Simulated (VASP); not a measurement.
# GeSb4Te7: input slips in a relaxation and what they do

Some relaxations of GeSb4Te7 get a fault in the input on purpose. Which of them show, and how? The starting structure is a computed structure from the Materials Project. The first relaxation on each setting starts from this cell expanded by 3 % in volume.

Method: Kohn-Sham DFT with plane waves and PAW; PBEsol, in VASP 6.6.1.

### 1. The starting structure

The structure is trigonal, space group P-3m1 (No. 164). Conventional cell: a = 4.289 Å, b = 4.289 Å, c = 24.638 Å, α = 90.00°, β = 90.00°, γ = 120.00°. Nearest to Te lie 3 Sb at 3.00 Å. Nearest to Te lie 6 Sb at 3.18 Å. Te has 3 Ge at 3.00 Å and 3 Sb at 3.19 Å nearest. Te has 3 Sb at 3.01 Å nearest. Nearest to Sb lie 6 Te at 3.00 to 3.19 Å. Nearest to Sb lie 6 Te at 3.01 to 3.18 Å. Farther neighbours and most contacts between anions are not listed.

Coordinates:

```xyz
12
Lattice="4.2893 0.0000 0.0000 -2.1447 3.7146 0.0000 0.0000 0.0000 24.6378" Properties=species:S:1:pos:R:3 pbc="T T T"
Te    0.0000    0.0000    6.9238
Te    0.0000    0.0000    0.0000
Te    0.0000    2.4764   14.0092
Te    2.1447    1.2382   10.6286
Te    0.0000    0.0000   17.7140
Te    2.1447    1.2382    3.7023
Te    0.0000    2.4764   20.9355
Sb    2.1447    1.2382   16.0207
Sb    0.0000    2.4764    1.9982
Sb    0.0000    2.4764    8.6171
Sb    2.1447    1.2382   22.6396
Ge    0.0000    0.0000   12.3189
```

### 2. Reference relaxation

This run starts from the cell of an earlier relaxation, which isn't shown; the restart sets up the plane waves anew.

File INCAR:

```
SYSTEM = GeSb4Te7
PREC = Accurate
ENCUT = 450
EDIFF = 1E-06
NELM = 100
ISMEAR = 0
SIGMA = 0.03
LREAL = .FALSE.
ALGO = Normal
GGA = PS
NBANDS = 50
LORBIT = 11
LWAVE = .FALSE.
LCHARG = .FALSE.
KPAR = 4
NCORE = 4
IBRION = 2
NSW = 50
ISIF = 3
EDIFFG = -0.006
```

File POSCAR:

```
GeSb4Te7
1.0
    4.2582495498      0.0000000000      0.0000000000
   -2.1291247749      3.6877522857      0.0000000000
    0.0000000000      0.0000000000     23.2814177433
Te Sb Ge
7 4 1
Direct
    0.0000000000      0.0000000000      0.2703543793
    0.0000000000      0.0000000000      0.0000000000
    0.3333333333      0.6666666667      0.5711351486
    0.6666666667      0.3333333333      0.4288648514
    0.0000000000      0.0000000000      0.7296456207
    0.6666666667      0.3333333333      0.1578873635
    0.3333333333      0.6666666667      0.8421126365
    0.6666666667      0.3333333333      0.6560032999
    0.3333333333      0.6666666667      0.0840155310
    0.3333333333      0.6666666667      0.3439967001
    0.6666666667      0.3333333333      0.9159844690
    0.0000000000      0.0000000000      0.5000000000
```

File KPOINTS:

```
Automatic mesh
0
Gamma
6 6 1
0 0 0
```

The projector-augmented-wave data sets are Te, Sb and Ge_d (PBE family, release 64).

Run with:

```bash
mpirun -np 16 vasp_std
```

Log:

```text
[banner, memory and clock lines left out]
running   16 mpi-ranks, on    1 nodes
 distrk:  each k-point on    4 cores,    4 groups
 distr:  one band on    4 cores,    1 groups

 POSCAR found type information on POSCAR TeSbGe
 POSCAR found :  3 types and      12 ions
|                                                                             |
|               ----> ADVICE to this user running VASP <----                  |
|                                                                             |
|     You enforced a specific xc type in the INCAR file but a different       |
|     [... a line on the potential file left out ...]
|     I HOPE YOU KNOW WHAT YOU ARE DOING!                                     |
|                                                                             |

 LDA part: xc-table for (Slater+PW92), standard interpolation
 POSCAR, INCAR and KPOINTS ok, starting setup
 FFT: planning ... GRIDC
 FFT: planning ... GRID_SOFT
 FFT: planning ... GRID
 WAVECAR not read
 entering main loop
       N       E                     dE             d eps       ncg     rms          rms(c)
DAV:   1     0.525416102329E+03    0.52542E+03   -0.25156E+04   752   0.140E+03
DAV:   2     0.301419391594E+02   -0.49527E+03   -0.47342E+03   772   0.300E+02
DAV:   3    -0.450400493175E+02   -0.75182E+02   -0.71254E+02   856   0.114E+02
DAV:   4    -0.494538644811E+02   -0.44138E+01   -0.43317E+01   846   0.308E+01
DAV:   5    -0.496204172985E+02   -0.16655E+00   -0.16561E+00  1024   0.609E+00    0.150E+01
DAV:   6    -0.493524322097E+02    0.26799E+00   -0.52552E-01   952   0.343E+00    0.974E+00
DAV:   7    -0.498038350870E+02   -0.45140E+00   -0.19843E+00   960   0.751E+00    0.335E+00
DAV:   8    -0.493398325044E+02    0.46400E+00   -0.22671E+00   992   0.650E+00    0.119E+00
DAV:   9    -0.493296055413E+02    0.10227E-01   -0.20442E-01   824   0.175E+00    0.924E-01
DAV:  10    -0.493327720915E+02   -0.31666E-02   -0.38579E-02   856   0.617E-01    0.685E-01
DAV:  11    -0.493312396303E+02    0.15325E-02   -0.25094E-03   866   0.244E-01    0.521E-01
DAV:  12    -0.493309791065E+02    0.26052E-03   -0.37915E-03   840   0.206E-01    0.309E-01
DAV:  13    -0.493309792582E+02   -0.15163E-06   -0.63337E-04   826   0.867E-02    0.299E-01
DAV:  14    -0.493309698919E+02    0.93663E-05   -0.38489E-05   896   0.264E-02    0.286E-01
DAV:  15    -0.493309724545E+02   -0.25626E-05   -0.35773E-06   724   0.768E-03    0.290E-01
DAV:  16    -0.493309429971E+02    0.29457E-04   -0.12037E-05   798   0.112E-02    0.261E-01
DAV:  17    -0.493308866402E+02    0.56357E-04   -0.49110E-05   820   0.252E-02    0.217E-01
DAV:  18    -0.493308783676E+02    0.82726E-05   -0.11978E-05   822   0.986E-03    0.195E-01
DAV:  19    -0.493308763081E+02    0.20595E-05   -0.51223E-07   428   0.303E-03    0.191E-01
DAV:  20    -0.493308734368E+02    0.28713E-05   -0.35760E-07   404   0.235E-03    0.186E-01
DAV:  21    -0.493308682831E+02    0.51537E-05   -0.51533E-07   404   0.277E-03    0.177E-01
DAV:  22    -0.493308325071E+02    0.35776E-04   -0.32417E-05   810   0.179E-02    0.976E-02
DAV:  23    -0.493308326012E+02   -0.94061E-07   -0.32507E-06   716   0.569E-03
   1 F= -.49330833E+02 E0= -.49330833E+02  d E =-.493308E+02
 curvature:   0.00 expect dE= 0.000E+00 dE for cont linesearch  0.000E+00
 trial: gam= 0.00000 g(F)=  0.695E-05 g(S)=  0.843E-04 ort = 0.000E+00 (trialstep = 0.100E+01)
 search vector abs. value=  0.912E-04
 bond charge predicted
       N       E                     dE             d eps       ncg     rms          rms(c)
DAV:   1    -0.493310585602E+02   -0.22605E-03   -0.50405E-03   924   0.401E-01    0.146E-01
DAV:   2    -0.493308634951E+02    0.19507E-03   -0.34298E-04   904   0.120E-01    0.668E-02
DAV:   3    -0.493308067702E+02    0.56725E-04   -0.68123E-05   958   0.441E-02    0.287E-02
DAV:   4    -0.493307915593E+02    0.15211E-04   -0.23448E-05   944   0.222E-02    0.128E-02
DAV:   5    -0.493307915684E+02   -0.90804E-08   -0.68865E-06   792   0.151E-02
   2 F= -.49330792E+02 E0= -.49330792E+02  d E =0.410328E-04
 trial-energy change:    0.000041  1 .order    0.000020   -0.000091    0.000132
 step:   0.2935(harm=  0.4087)  dis= 0.00008  next Energy=   -49.330845 (dE=-0.129E-04)
 bond charge predicted
       N       E                     dE             d eps       ncg     rms          rms(c)
DAV:   1    -0.493309466908E+02   -0.15513E-03   -0.25632E-03   924   0.284E-01    0.761E-02
DAV:   2    -0.493308610212E+02    0.85670E-04   -0.16830E-04   932   0.831E-02    0.407E-02
DAV:   3    -0.493308383476E+02    0.22674E-04   -0.21870E-05   904   0.239E-02    0.201E-02
DAV:   4    -0.493308256529E+02    0.12695E-04   -0.12653E-05   936   0.183E-02    0.744E-03
DAV:   5    -0.493308248083E+02    0.84459E-06   -0.42656E-06   648   0.110E-02
   3 F= -.49330825E+02 E0= -.49330825E+02  d E =0.779282E-05
 curvature:  -0.20 expect dE=-0.212E-05 dE for cont linesearch -0.624E-07
 trial: gam= 0.05936 g(F)=  0.405E-05 g(S)=  0.674E-05 ort = 0.538E-05 (trialstep = 0.859E+00)
 search vector abs. value=  0.118E-04
 reached required accuracy - stopping structural energy minimisation
```

Elapsed: 28 s, on 16 MPI ranks of Intel Xeon 6975P-C (Granite Rapids), shared host; peak memory 4.6 GiB.

Lines that name or quote the potential files are left out of all logs, and their timing lines are given in words.

From OUTCAR (step 2):

```text
ion  position               nearest neighbor table
   1  0.000  0.000  0.270-  10 3.00  10 3.00  10 3.00   6 3.59   6 3.59   6 3.59
   2  0.000  0.000  0.000-   9 3.14  11 3.14   9 3.14  11 3.14  11 3.14   9 3.14
   3  0.333  0.667  0.571-  12 2.96  12 2.96  12 2.96   8 3.15   8 3.15   8 3.15
   4  0.667  0.333  0.429-  12 2.96  12 2.96  12 2.96  10 3.15  10 3.15  10 3.15
   5  0.000  0.000  0.730-   8 3.00   8 3.00   8 3.00   7 3.59   7 3.59   7 3.59
   6  0.667  0.333  0.158-   9 3.00   9 3.00   9 3.00   1 3.59   1 3.59   1 3.59
   7  0.333  0.667  0.842-  11 3.00  11 3.00  11 3.00   5 3.59   5 3.59   5 3.59
   8  0.667  0.333  0.656-   5 3.00   5 3.00   5 3.00   3 3.15   3 3.15   3 3.15
   9  0.333  0.667  0.084-   6 3.00   6 3.00   6 3.00   2 3.14   2 3.14   2 3.14
  10  0.333  0.667  0.344-   1 3.00   1 3.00   1 3.00   4 3.15   4 3.15   4 3.15
  11  0.667  0.333  0.916-   7 3.00   7 3.00   7 3.00   2 3.14   2 3.14   2 3.14
  12  0.000  0.000  0.500-   3 2.96   4 2.96   3 2.96   4 2.96   4 2.96   3 2.96

  LATTYP: Found a hexagonal cell.
 ALAT       =     4.2582495498
 C/A-ratio  =     5.4673680983

 Subroutine GETGRP returns: Found 12 space group operations
 (whereof 12 operations were pure point group operations)

The static configuration has the point symmetry D_3d.

 Found      7 irreducible k-points:

   k-points           NKPTS =      7   k-points in BZ     NKDIM =      7   number of bands    NBANDS=     50

   dimension x,y,z NGX =    30 NGY =   30 NGZ =  162
   dimension x,y,z NGXF=    60 NGYF=   60 NGZF=  324

   ENCUT  =  450.0 eV  33.07 Ry    5.75 a.u.   7.37  7.37 40.27*2*pi/ulx,y,z

   NELECT =      76.0000    total number of electrons

 k-points in reciprocal lattice and weights: Automatic mesh
   0.00000000  0.00000000  0.00000000       0.028
   0.16666667  0.00000000  0.00000000       0.167
   0.33333333  0.00000000  0.00000000       0.167
   0.50000000 -0.00000000  0.00000000       0.083
   0.16666667  0.16666667  0.00000000       0.167
   0.33333333  0.16666667  0.00000000       0.333
   0.33333333  0.33333333  0.00000000       0.056

 average (electrostatic) potential at core
       1 -87.8652       2 -87.6823       3 -87.6880       4 -87.6880       5 -87.8652
       6 -87.8373       7 -87.8373       8 -86.5119       9 -86.4968      10 -86.5119
      11 -86.4968      12 -72.5726

 E-fermi :   6.8112

 k-point     1 :       0.0000    0.0000    0.0000
  band No.  band energies     occupation
    ...
     34       5.4052      2.00000
     35       5.4375      2.00000
     36       5.4971      2.00000
     37       6.3856      2.00000
     38       6.6271      2.00000
     39       7.0570      0.00000
     40       7.0570      0.00000
     41       7.1107      0.00000
     42       7.1107      0.00000
     43       7.2066      0.00000
    ...

 k-point     2 :       0.1667    0.0000    0.0000
  band No.  band energies     occupation
    ...
     34       5.5044      2.00000
     35       5.6330      2.00000
     36       5.8071      2.00000
     37       6.2003      2.00000
     38       6.5679      2.00000
     39       7.2201      0.00000
     40       7.3466      0.00000
     41       7.5284      0.00000
     42       7.6476      0.00000
     43       7.7545      0.00000
    ...

 k-point     3 :       0.3333    0.0000    0.0000
  band No.  band energies     occupation
    ...
     34       5.1667      2.00000
     35       5.4193      2.00000
     36       5.4703      2.00000
     37       5.6773      2.00000
     38       6.2435      2.00000
     39       7.3427      0.00000
     40       7.4617      0.00000
     41       7.5984      0.00000
     42       7.7699      0.00000
     43       7.9639      0.00000
    ...

  Total        0.0224054      0.0224054     -0.0259296      0.0000000      0.0000000      0.0000000
  in kB        0.0982161      0.0982161     -0.1136649      0.0000000      0.0000000      0.0000000
  external PRESSURE =       0.0275891 kB  Pullay stress =       0.0000000 kB

  energy-cutoff  :      450.00
  volume of cell :      365.49
      direct lattice vectors                 reciprocal lattice vectors
     4.257943048  0.000000000  0.000000000     0.234855184  0.135593704  0.000000000
    -2.128971524  3.687486847 -0.000000000     0.000000000  0.271187408  0.000000000
     0.000000000  0.000000000 23.278223128    -0.000000000  0.000000000  0.042958605

 POSITION                                       TOTAL-FORCE (eV/Angst)
 -----------------------------------------------------------------------------------
      0.00000      0.00000      6.29345         0.000000     -0.000000      0.003008
      0.00000      0.00000     23.27822        -0.000000      0.000000     -0.000000
     -0.00000      2.45832     13.29494        -0.000000     -0.000000     -0.004209
      2.12897      1.22916      9.98328         0.000000      0.000000      0.004209
      0.00000      0.00000     16.98477         0.000000      0.000000     -0.003008
      2.12897      1.22916      3.67535         0.000000     -0.000000      0.003396
     -0.00000      2.45832     19.60287        -0.000000      0.000000     -0.003396
      2.12897      1.22916     15.27060        -0.000000     -0.000000     -0.001555
     -0.00000      2.45832      1.95578        -0.000000      0.000000      0.001134
     -0.00000      2.45832      8.00762         0.000000      0.000000      0.001555
      2.12897      1.22916     21.32244        -0.000000     -0.000000     -0.001134
      0.00000      0.00000     11.63911        -0.000000      0.000000     -0.000000
 -----------------------------------------------------------------------------------
    total drift:                               -0.000000     -0.000000      0.000000

  FREE ENERGIE OF THE ION-ELECTRON SYSTEM (eV)
  ---------------------------------------------------
  free  energy   TOTEN  =       -49.3308248083 eV

  energy  without entropy=      -49.3308248083  energy(sigma->0) =      -49.33082481

 reached required accuracy - stopping structural energy minimisation

 total charge
# of ion       s       p       d       tot
------------------------------------------
    1        1.414   1.880   0.032   3.326
    2        1.397   1.931   0.035   3.363
    3        1.392   1.930   0.037   3.358
    4        1.392   1.930   0.037   3.358
    5        1.414   1.880   0.032   3.326
    6        1.414   1.882   0.032   3.327
    7        1.414   1.882   0.032   3.327
    8        1.289   0.980   0.050   2.319
    9        1.290   0.981   0.051   2.321
   10        1.289   0.980   0.050   2.319
   11        1.290   0.981   0.051   2.321
   12        1.322   0.783  10.017  12.123
--------------------------------------------------
tot         16.316  18.021  10.454  44.791

[... 3 further parts left out ...]
```

CONTCAR:

```
GeSb4Te7
   1.00000000000000
     4.2579430476905360    0.0000000000000000    0.0000000000000000
    -2.1289715238452680    3.6874868470869080   -0.0000000000000000
     0.0000000000000000    0.0000000000000000   23.2782231282598779
  Te              Sb              Ge
     7     4     1
Direct
     0.0000000000000000    0.0000000000000000    0.2703578751200203
     0.0000000000000000    0.0000000000000000    1.0000000000000000
     0.3333333332999970    0.6666666667000030    0.5711321719059566
     0.6666666667000030    0.3333333332999970    0.4288678280940435
     0.0000000000000000    0.0000000000000000    0.7296421248799797
     0.6666666667000030    0.3333333332999970    0.1578878703146396
     0.3333333332999970    0.6666666667000030    0.8421121296853604
     0.6666666667000030    0.3333333332999970    0.6560036804131565
     0.3333333332999970    0.6666666667000030    0.0840177875058903
     0.3333333332999970    0.6666666667000030    0.3439963195868435
     0.6666666667000030    0.3333333332999970    0.9159822124941097
     0.0000000000000000    0.0000000000000000    0.5000000000000000
```

The PAW data sets were made with PBE, which is usual practice but a small mismatch for other functionals. The run keeps the 12 symmetry operations of its start, so it cannot find a distortion of lower symmetry.

The reference relaxation ends at 30.458 Å³ an atom.

### 3. Relaxation with a k mesh far too coarse

A slip made on purpose: a k mesh far too coarse. Against step 2 the input has a 1×1×1 mesh (also changed: NELM and KPAR).

Changes to INCAR since step 2:

```diff
@@ -4,3 +4,3 @@
 EDIFF = 1E-06
-NELM = 100
+NELM = 60
 ISMEAR = 0
@@ -14,3 +14,2 @@
 LCHARG = .FALSE.
-KPAR = 4
 NCORE = 4
```

File POSCAR:

```
GeSb4Te7
1.0
    4.3317713399      0.0000000000      0.0000000000
   -2.1658856699      3.7514240237      0.0000000000
    0.0000000000      0.0000000000     24.8817327160
Te Sb Ge
7 4 1
Direct
    0.0000000000      0.0000000000      0.2810217100
    0.0000000000      0.0000000000      0.0000000000
    0.3333333333      0.6666666667      0.5686057000
    0.6666666667      0.3333333333      0.4313943000
    0.0000000000      0.0000000000      0.7189782900
    0.6666666667      0.3333333333      0.1502681300
    0.3333333333      0.6666666667      0.8497318700
    0.6666666667      0.3333333333      0.6502485000
    0.3333333333      0.6666666667      0.0811013800
    0.3333333333      0.6666666667      0.3497515000
    0.6666666667      0.3333333333      0.9188986200
    0.0000000000      0.0000000000      0.5000000000
```

File KPOINTS:

```
Automatic mesh
0
Gamma
1 1 1
0 0 0
```

Run with:

```bash
mpirun -np 16 vasp_std
```

Log:

```text
[banner, memory and clock lines left out]
running   16 mpi-ranks, on    1 nodes
[...]
[... a notice as in an earlier step ...]

 LDA part: xc-table for (Slater+PW92), standard interpolation
|                                                                             |
|           W    W    AA    RRRRR   N    N  II  N    N   GGGG   !!!           |
|           W    W   A  A   R    R  NN   N  II  NN   N  G    G  !!!           |
|           W    W  A    A  R    R  N N  N  II  N N  N  G       !!!           |
|           W WW W  AAAAAA  RRRRR   N  N N  II  N  N N  G  GGG   !            |
|           WW  WW  A    A  R   R   N   NN  II  N   NN  G    G                |
|           W    W  A    A  R    R  N    N  II  N    N   GGGG   !!!           |
|                                                                             |
|     The number of bands has been changed from the values supplied in        |
|     The orbitals not found in the WAVECAR file will be initialized with     |
|     random numbers, which is usually adequate. For correlated               |
[...]
opt :   6.7625  next Energy=   -75.313151 (dE=-0.523E+02)
[...]
N       E                     dE             d eps       ncg     rms          rms(c)
|                                                                             |
|     EEEEEEE  RRRRRR   RRRRRR   OOOOOOO  RRRRRR      ###     ###     ###     |
|     E        R     R  R     R  O     O  R     R     ###     ###     ###     |
|     E        R     R  R     R  O     O  R     R     ###     ###     ###     |
|     EEEEE    RRRRRR   RRRRRR   O     O  RRRRRR       #       #       #      |
|     E        R   R    R   R    O     O  R   R                               |
|     E        R    R   R    R   O     O  R    R      ###     ###     ###     |
|     EEEEEEE  R     R  R     R  OOOOOOO  R     R     ###     ###     ###     |
|                                                                             |
|     ERROR FEXCP: supplied Exchange-correletion table                        |
|      is too small, maximal index : 4147                                     |
|                                                                             |
|       ---->  I REFUSE TO CONTINUE WITH THIS SICK JOB ... BYE!!! <----       |
|                                                                             |

1
1
1
1
1
1
1
1
1
1
1
1
1
1
1
1
```

The job ended after 21 s (16 MPI ranks).

VASP stopped with this message: “ERROR FEXCP: supplied Exchange-correletion table is too small, maximal index : 4147”.

[end of part 1 of 2]

[Lines on the potential files, build, host, timing and source positions are cut from VASP's logs without a mark.]

[Logs are printed without paths, hosts, clocks, repeated set-up lines and the standing remarks that a program may print on its own settings, such as how far it seeks lower states.]

[Hosts, paths, dates, database ids (printed as entryN), source tags and the programs' standing remarks are cut or masked in the printed files.]
